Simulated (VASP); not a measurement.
A convergence study with VASP on InAs (zinc blende): a few settings are varied, all else stays as given below, so the limit is that of these other settings. The cell's lengths are 1 % over those of the tabulated start and one atom is moved, so it is off equilibrium.

```yaml
crystal:
  lattice:
    - [0.00000, 3.06030, 3.06030]
    - [3.06030, 0.00000, 3.06030]
    - [3.06030, 3.06030, 0.00000]
  atoms:
    - { symbol: In, position: [0.00000, 0.00000, 0.00000] }
    - { symbol: As, position: [0.24010, 0.25990, 0.25990] }
```

Level of theory: PBEsol GGA, VASP's PBE PAW potentials (set 64) (plane waves; VASP). The last row used: LREAL = Auto, 600 eV cut-off, 6×6×6 Γ-centred mesh, Gaussian smearing of 0.050 eV, potentials In_d As.

```json
[
 {"setting": "ENCUT = 300, LREAL = .FALSE., PREC = Normal", "E (eV/atom)": "-4.2279", "pressure (GPa)": "-0.90", "plane waves": "692"},
 {"setting": "ENCUT = 400, LREAL = .FALSE., PREC = Normal", "E (eV/atom)": "-4.2285", "pressure (GPa)": "-0.68", "plane waves": "1056"},
 {"setting": "ENCUT = 500, LREAL = .FALSE., PREC = Normal", "E (eV/atom)": "-4.2287", "pressure (GPa)": "-0.66", "plane waves": "1464"},
 {"setting": "ENCUT = 600, LREAL = .FALSE., PREC = Normal", "E (eV/atom)": "-4.2288", "pressure (GPa)": "-0.65", "plane waves": "1932"},
 {"setting": "ENCUT = 500, LREAL = .FALSE., PREC = Accurate", "E (eV/atom)": "-4.2287", "pressure (GPa)": "-0.66", "plane waves": "1464"},
 {"setting": "ENCUT = 600, LREAL = .FALSE., PREC = Accurate", "E (eV/atom)": "-4.2288", "pressure (GPa)": "-0.64", "plane waves": "1932"},
 {"setting": "ENCUT = 300, LREAL = Auto, PREC = Normal", "E (eV/atom)": "-4.2269", "pressure (GPa)": "-0.84", "plane waves": "692"},
 {"setting": "ENCUT = 400, LREAL = Auto, PREC = Normal", "E (eV/atom)": "-4.2286", "pressure (GPa)": "-0.69", "plane waves": "1056"},
 {"setting": "ENCUT = 500, LREAL = Auto, PREC = Normal", "E (eV/atom)": "-4.2297", "pressure (GPa)": "-0.35", "plane waves": "1464"},
 {"setting": "ENCUT = 600, LREAL = Auto, PREC = Normal", "E (eV/atom)": "-4.2301", "pressure (GPa)": "-0.63", "plane waves": "1932"},
 {"setting": "ENCUT = 300, LREAL = Auto, PREC = Accurate", "E (eV/atom)": "-4.2281", "pressure (GPa)": "-0.91", "plane waves": "692"},
 {"setting": "ENCUT = 400, LREAL = Auto, PREC = Accurate", "E (eV/atom)": "-4.2288", "pressure (GPa)": "-0.68", "plane waves": "1056"},
 {"setting": "ENCUT = 500, LREAL = Auto, PREC = Accurate", "E (eV/atom)": "-4.2288", "pressure (GPa)": "-0.73", "plane waves": "1464"},
 {"setting": "ENCUT = 600, LREAL = Auto, PREC = Accurate", "E (eV/atom)": "-4.2302", "pressure (GPa)": "-0.57", "plane waves": "1932"}
]
```

Left out are rungs that failed or repeat a setting and relaxations that didn't move; long series are thinned to 24 rows.

The compound is InAs in the zinc blende structure. The cell was not relaxed at this level, it is distorted from the ideal structure.
